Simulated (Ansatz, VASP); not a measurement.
# Cross-check of KAg between VASP and Ansatz, part 2 of 3

One calculation is typed for both programs; each brings its own data sets. How far apart do they land? The cell is generated by rule, not measured, and may not be a known phase. The cell is taken from a series of runs on this material, whose earlier steps may have relaxed, scaled, displaced or heated it; both programs get it as it stands.

VASP 6.6.1 and Ansatz 0.2.0.

So far: The starting structure; Ansatz: zone-centre phonons, PBEsol.

### Step 3. VASP: zone-centre phonons, PBEsol

Level of this step: PBEsol; plane waves and PAW (K_sv, Ag); invented cell (VASP).

The same cell, functional, mesh and smearing now go to VASP, with its own data sets.

Lines of VASP's logs that name or quote its potential files are left out, and so is its time.

Input file INCAR:

```
SYSTEM = KAg
PREC = Accurate
ENCUT = 500
EDIFF = 1E-08
NELM = 120
ISMEAR = 1
SIGMA = 0.15
LREAL = .FALSE.
ALGO = Normal
GGA = PS
NBANDS = 26
LASPH = .TRUE.
LORBIT = 11
LWAVE = .FALSE.
LCHARG = .FALSE.
ISIF = 2
IBRION = 8
GGA_COMPAT = .FALSE.
KPAR = 2
```

Input file POSCAR:

```
KAg
1.0
    4.8747752076      0.0000000000      0.0000000000
    0.0000000000      4.3136594518      0.0000000000
    0.0000000000      0.0000000000      6.5406128029
K Ag
2 2
Direct
    0.2500000000      0.5000000000      0.7803643342
    0.7500000000      0.5000000000      0.2196356658
    0.2500000000      0.0000000000      0.3964378571
    0.7500000000      0.0000000000      0.6035621429
```

Input file KPOINTS:

```
Automatic mesh
0
Gamma
8 8 6
0 0 0
```

Potentials, in the order of the species: K_sv and Ag (PBE family, release 64).

Run with:

```
> mpirun -np 2 vasp_std
```

What it wrote:

```text
[banner, memory and clock lines left out]
running    2 mpi-ranks, on    1 nodes
 distrk:  each k-point on    1 cores,    2 groups
 distr:  one band on    1 cores,    1 groups

 POSCAR found type information on POSCAR K Ag
 POSCAR found :  2 types and       4 ions
|                                                                             |
|               ----> ADVICE to this user running VASP <----                  |
|                                                                             |
|     You enforced a specific xc type in the INCAR file but a different       |
|     [... a line on the potential file left out ...]
|     I HOPE YOU KNOW WHAT YOU ARE DOING!                                     |
|                                                                             |

 LDA part: xc-table for (Slater+PW92), standard interpolation
 POSCAR, INCAR and KPOINTS ok, starting setup
 FFT: planning ... GRIDC
 FFT: planning ... GRID_SOFT
 FFT: planning ... GRID
 WAVECAR not read
 entering main loop
       N       E                     dE             d eps       ncg     rms          rms(c)
DAV:   1     0.262732646378E+03    0.26273E+03   -0.18513E+04  5200   0.134E+03
DAV:   2     0.707404349550E+01   -0.25566E+03   -0.24901E+03  5582   0.341E+02
DAV:   3    -0.786868429630E+01   -0.14943E+02   -0.14845E+02  7812   0.708E+01
DAV:   4    -0.856649123641E+01   -0.69781E+00   -0.69323E+00  7558   0.114E+01
DAV:   5    -0.858970460888E+01   -0.23213E-01   -0.23209E-01  7042   0.151E+00    0.678E+00
DAV:   6    -0.821770565015E+01    0.37200E+00   -0.14604E+00  5518   0.777E+00    0.362E+00
DAV:   7    -0.816649771251E+01    0.51208E-01   -0.10665E-01  5922   0.137E+00    0.197E+00
DAV:   8    -0.815570234759E+01    0.10795E-01   -0.51016E-02  6450   0.994E-01    0.315E-01
DAV:   9    -0.815606781881E+01   -0.36547E-03   -0.61196E-03  6658   0.387E-01    0.122E-01
DAV:  10    -0.815610203726E+01   -0.34218E-04   -0.25587E-04  7276   0.102E-01    0.477E-02
DAV:  11    -0.815616296020E+01   -0.60923E-04   -0.79367E-05  5674   0.531E-02    0.109E-02
DAV:  12    -0.815616444807E+01   -0.14879E-05   -0.93457E-06  6702   0.173E-02    0.582E-03
DAV:  13    -0.815616474856E+01   -0.30049E-06   -0.10600E-06  6854   0.542E-03    0.147E-03
DAV:  14    -0.815616472356E+01    0.24997E-07   -0.16098E-07  6284   0.221E-03    0.491E-04
DAV:  15    -0.815616465989E+01    0.63673E-07   -0.88310E-09  4392   0.616E-04    0.112E-04
DAV:  16    -0.815616468275E+01   -0.22862E-07   -0.10256E-09  3028   0.195E-04    0.534E-05
DAV:  17    -0.815616468678E+01   -0.40345E-08   -0.40610E-10  2876   0.112E-04
   1 F= -.81561647E+01 E0= -.81562711E+01  d E =0.319144E-03
 Linear response reoptimize wavefunctions to high precision
DAV:   1    -0.815616468587E+01    0.91813E-09   -0.19580E-10  2910   0.733E-05
DAV:   2    -0.815616468586E+01    0.40927E-11   -0.11067E-10  2842   0.491E-05
 Linear response DOF=           6
 Linear response progress:
  Degree of freedom:   1/  6
       N       E                     dE             d eps       ncg     rms          rms(c)
RMM:   1    -0.320605237404E+00   -0.32061E+00    0.36117E-01 10549   0.336E+00
RMM:   2    -0.316383613505E+00    0.42216E-02   -0.39384E-02 12328   0.833E-01    0.395E-02
RMM:   3    -0.318460813450E+00   -0.20772E-02   -0.54816E-03 13984   0.247E-01    0.255E-02
RMM:   4    -0.318532818245E+00   -0.72005E-04   -0.22937E-04 15132   0.435E-02    0.187E-02
RMM:   5    -0.318548343012E+00   -0.15525E-04   -0.45353E-05 15436   0.199E-02    0.451E-03
RMM:   6    -0.318548908379E+00   -0.56537E-06   -0.14111E-05 16622   0.823E-03    0.254E-03
RMM:   7    -0.318547771077E+00    0.11373E-05   -0.48626E-06 16121   0.394E-03    0.868E-04
RMM:   8    -0.318546611184E+00    0.11599E-05   -0.26044E-06 16766   0.220E-03    0.326E-04
RMM:   9    -0.318546925859E+00   -0.31468E-06    0.18856E-06 16544   0.134E-03    0.919E-05
RMM:  10    -0.318546740954E+00    0.18491E-06    0.73090E-07 17315   0.864E-04    0.833E-05
RMM:  11    -0.318546696934E+00    0.44020E-07    0.29418E-06 16942   0.581E-04    0.894E-05
RMM:  12    -0.318546532357E+00    0.16458E-06    0.93298E-07 17195   0.422E-04    0.797E-05
 first order change of Fermi-energy  -0.75465E-04
 force on displaced ion       1 direction 1 :  -1.228   0.000   0.001
 Linear response progress:
  Degree of freedom:   2/  6
       N       E                     dE             d eps       ncg     rms          rms(c)
RMM:   1    -0.315313713783E+00   -0.31531E+00    0.36049E-01 10259   0.336E+00
RMM:   2    -0.311029578514E+00    0.42841E-02   -0.39033E-02 11912   0.796E-01    0.472E-02
RMM:   3    -0.312980991606E+00   -0.19514E-02   -0.52098E-03 13323   0.228E-01    0.289E-02
RMM:   4    -0.313028430757E+00   -0.47439E-04   -0.22996E-04 15101   0.415E-02    0.200E-02
RMM:   5    -0.313032839661E+00   -0.44089E-05   -0.40378E-05 15439   0.180E-02    0.338E-03
RMM:   6    -0.313033130113E+00   -0.29045E-06   -0.14069E-05 16650   0.758E-03    0.181E-03
RMM:   7    -0.313030991883E+00    0.21382E-05   -0.50145E-06 16204   0.352E-03    0.904E-04
RMM:   8    -0.313028043702E+00    0.29482E-05   -0.18972E-06 16245   0.207E-03    0.195E-04
RMM:   9    -0.313028325918E+00   -0.28222E-06    0.31558E-06 16703   0.128E-03    0.153E-04
RMM:  10    -0.313028110905E+00    0.21501E-06    0.35672E-06 17402   0.862E-04    0.145E-04
[...]
RMM:   8    -0.328611421526E+00    0.26541E-05   -0.18903E-06 12827   0.233E-03    0.317E-04
RMM:   9    -0.328610621203E+00    0.80032E-06    0.33549E-06 12658   0.137E-03    0.132E-04
RMM:  10    -0.328610239701E+00    0.38150E-06    0.63076E-06 13348   0.825E-04    0.814E-05
RMM:  11    -0.328610027972E+00    0.21173E-06    0.56590E-06 13189   0.503E-04    0.597E-05
RMM:  12    -0.328609773358E+00    0.25461E-06    0.30531E-06 12703   0.349E-04    0.135E-05
RMM:  13    -0.328609819865E+00   -0.46507E-07    0.24983E-06 13282   0.242E-04    0.229E-05
RMM:  14    -0.328609773492E+00    0.46373E-07    0.12799E-06 13494   0.174E-04    0.195E-05
RMM:  15    -0.328609795613E+00   -0.22121E-07    0.10948E-06 13106   0.133E-04    0.312E-05
RMM:  16    -0.328609787110E+00    0.85027E-08    0.58083E-07 11898   0.108E-04    0.330E-05
RMM:  17    -0.328609778774E+00    0.83368E-08    0.49434E-07 12243   0.904E-05    0.341E-05
RMM:  18    -0.328609725657E+00    0.53116E-07    0.27301E-07 11449   0.813E-05    0.235E-05
RMM:  19    -0.328609702778E+00    0.22880E-07    0.23543E-07 12240   0.711E-05    0.192E-05
RMM:  20    -0.328609680505E+00    0.22273E-07    0.13359E-07 11720   0.656E-05    0.146E-05
RMM:  21    -0.328609656303E+00    0.24202E-07    0.11651E-07 11353   0.632E-05    0.879E-06
RMM:  22    -0.328609629875E+00    0.26428E-07    0.69446E-08 11561   0.605E-05    0.247E-06
RMM:  23    -0.328609622944E+00    0.69317E-08    0.63582E-08 11447   0.571E-05    0.105E-06
 first order change of Fermi-energy   0.32805E-01
 force on displaced ion       1 direction 3 :   0.000   0.000  -1.499
 Linear response progress:
  Degree of freedom:   4/  6
       N       E                     dE             d eps       ncg     rms          rms(c)
RMM:   1    -0.304849592152E+00   -0.30485E+00   -0.21319E-01 11943   0.258E+00
RMM:   2    -0.303386137602E+00    0.14635E-02   -0.19943E-03 11003   0.253E-01    0.738E-02
RMM:   3    -0.303332599577E+00    0.53538E-04   -0.13612E-04 12356   0.556E-02    0.421E-02
RMM:   4    -0.303432909522E+00   -0.10031E-03   -0.15576E-04 12084   0.567E-02    0.727E-03
RMM:   5    -0.303429639791E+00    0.32697E-05   -0.11525E-05 12877   0.153E-02    0.308E-03
RMM:   6    -0.303419381451E+00    0.10258E-04   -0.13298E-06 14188   0.567E-03    0.131E-03
RMM:   7    -0.303396752790E+00    0.22629E-04    0.66012E-07 14356   0.240E-03    0.335E-04
RMM:   8    -0.303393920681E+00    0.28321E-05   -0.56110E-07 15793   0.992E-04    0.180E-04
RMM:   9    -0.303392261596E+00    0.16591E-05    0.12280E-07 15952   0.542E-04    0.939E-05
RMM:  10    -0.303392961351E+00   -0.69976E-06    0.44922E-08 16214   0.279E-04    0.377E-05
RMM:  11    -0.303393350747E+00   -0.38940E-06   -0.18578E-07 16777   0.158E-04    0.124E-05
RMM:  12    -0.303393296042E+00    0.54705E-07   -0.16089E-08 17227   0.904E-05    0.121E-05
RMM:  13    -0.303393264687E+00    0.31355E-07   -0.84919E-08 16521   0.617E-05    0.685E-06
RMM:  14    -0.303393254931E+00    0.97564E-08    0.13266E-08 15991   0.475E-05    0.811E-06
 first order change of Fermi-energy  -0.18804E-03
 force on displaced ion       3 direction 1 :  -3.711   0.000  -0.003
 Linear response progress:
  Degree of freedom:   5/  6
       N       E                     dE             d eps       ncg     rms          rms(c)
RMM:   1    -0.302113590047E+00   -0.30211E+00   -0.20562E-01 11704   0.255E+00
RMM:   2    -0.302206395120E+00   -0.92805E-04   -0.17473E-03 10967   0.248E-01    0.708E-02
RMM:   3    -0.302204910835E+00    0.14843E-05   -0.13462E-04 11998   0.570E-02    0.404E-02
RMM:   4    -0.302421979071E+00   -0.21707E-03   -0.16182E-04 12322   0.595E-02    0.775E-03
RMM:   5    -0.302453204198E+00   -0.31225E-04   -0.21432E-05 12747   0.181E-02    0.359E-03
RMM:   6    -0.302452387124E+00    0.81707E-06   -0.52190E-06 13963   0.873E-03    0.184E-03
RMM:   7    -0.302424107605E+00    0.28280E-04   -0.17333E-06 14610   0.380E-03    0.402E-04
RMM:   8    -0.302420637173E+00    0.34704E-05   -0.37650E-07 15174   0.157E-03    0.210E-04
RMM:   9    -0.302421196036E+00   -0.55886E-06   -0.11704E-07 16197   0.627E-04    0.122E-04
RMM:  10    -0.302422837405E+00   -0.16414E-05    0.21282E-08 15677   0.326E-04    0.264E-05
RMM:  11    -0.302422612467E+00    0.22494E-06   -0.61791E-09 16485   0.184E-04    0.305E-05
RMM:  12    -0.302422622564E+00   -0.10097E-07   -0.12104E-09 17209   0.103E-04    0.477E-05
RMM:  13    -0.302422498419E+00    0.12415E-06   -0.88372E-09 15993   0.676E-05    0.511E-05
RMM:  14    -0.302422404448E+00    0.93971E-07   -0.32145E-10 15387   0.516E-05    0.363E-05
RMM:  15    -0.302422434279E+00   -0.29832E-07   -0.51346E-09 15627   0.401E-05    0.358E-05
RMM:  16    -0.302422435257E+00   -0.97733E-09   -0.34860E-09 14990   0.339E-05    0.325E-05
 first order change of Fermi-energy  -0.12320E-03
 force on displaced ion       3 direction 2 :   0.000  -1.384   0.000
 Linear response progress:
  Degree of freedom:   6/  6
       N       E                     dE             d eps       ncg     rms          rms(c)
RMM:   1    -0.307248712165E+00   -0.30725E+00   -0.20506E-01  9560   0.258E+00
RMM:   2    -0.307566210636E+00   -0.31750E-03   -0.20999E-03  7787   0.260E-01    0.928E-02
RMM:   3    -0.307556770735E+00    0.94399E-05   -0.14783E-04  9030   0.600E-02    0.558E-02
RMM:   4    -0.307696023212E+00   -0.13925E-03   -0.17254E-04  9412   0.632E-02    0.808E-03
RMM:   5    -0.307674321435E+00    0.21702E-04   -0.75633E-06 10371   0.135E-02    0.476E-03
RMM:   6    -0.307630032231E+00    0.44289E-04    0.27750E-06 10872   0.636E-03    0.202E-03
RMM:   7    -0.307597553410E+00    0.32479E-04    0.42659E-06 11339   0.313E-03    0.666E-04
RMM:   8    -0.307588494333E+00    0.90591E-05    0.25288E-06 12281   0.145E-03    0.291E-04
RMM:   9    -0.307586370965E+00    0.21234E-05    0.15325E-06 12361   0.696E-04    0.926E-05
RMM:  10    -0.307587326153E+00   -0.95519E-06    0.94307E-07 13111   0.329E-04    0.431E-05
RMM:  11    -0.307587477996E+00   -0.15184E-06    0.33540E-07 12886   0.177E-04    0.239E-05
RMM:  12    -0.307587519484E+00   -0.41488E-07    0.22888E-07 13430   0.105E-04    0.204E-05
RMM:  13    -0.307587480836E+00    0.38648E-07    0.15559E-07 12523   0.703E-05    0.791E-06
RMM:  14    -0.307587556119E+00   -0.75283E-07    0.11960E-07 12760   0.518E-05    0.715E-06
RMM:  15    -0.307587558140E+00   -0.20204E-08    0.89407E-08 13426   0.397E-05    0.460E-06
 first order change of Fermi-energy   0.28903E+00
 force on displaced ion       3 direction 3 :   0.000   0.000  -1.661
 Linear response finished
```

(Continued in part 3 of 3.)

[Lines on the potential files, build, host, timing and source positions are cut from VASP's logs without a mark.]

[Logs are printed without paths, hosts, clocks, repeated set-up lines and the standing remarks that a program may print on its own settings, such as how far it seeks lower states.]

[Hosts, paths, dates, database ids (printed as entryN), source tags and the programs' standing remarks are cut or masked in the printed files.]
